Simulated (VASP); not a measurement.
Given:

```
Os
1.0
    1.37765    -2.38616     0.00000
    1.37765     2.38616     0.00000
    0.00000     0.00000     4.34153
Os
2
Direct
  0.33333   0.66667   0.25000
  0.66667   0.33333   0.75000
```

The numbers are results of PBE GGA, VASP's PBE PAW potentials (set 64) (plane waves; VASP), not measurements. Settings: 520 eV cut-off, Gaussian smearing of 0.050 eV, potentials Os.

**Question.** Give the energies of bands 1 to 11 at the high-symmetry points, in eV from the Fermi level.

**Answer.** 
```tsv
band	Γ	M	K	A	L	H
1	-10.78	-7.05	-6.37	-8.38	-7.30	-5.71
2	-7.62	-6.89	-5.32	-8.38	-7.30	-5.71
3	-3.00	-6.30	-5.32	-3.49	-5.20	-4.84
4	-3.00	-3.50	-4.54	-3.49	-5.20	-4.84
5	-2.72	-2.89	-3.36	-3.19	-1.21	-3.38
6	-2.17	-2.52	-3.36	-3.19	-1.21	-3.38
7	-2.17	-1.84	-1.31	-3.19	-0.18	-1.34
8	-1.57	1.92	1.42	-3.19	-0.18	-1.34
9	-1.57	2.46	1.42	0.83	2.25	1.55
10	0.04	2.61	2.00	0.83	2.25	1.55
11	1.61	4.25	5.22	0.83	3.19	8.12
```

It has no gap at this level: it comes out as a metal or semimetal.

The compound is Os in the hcp structure. It was relaxed first.
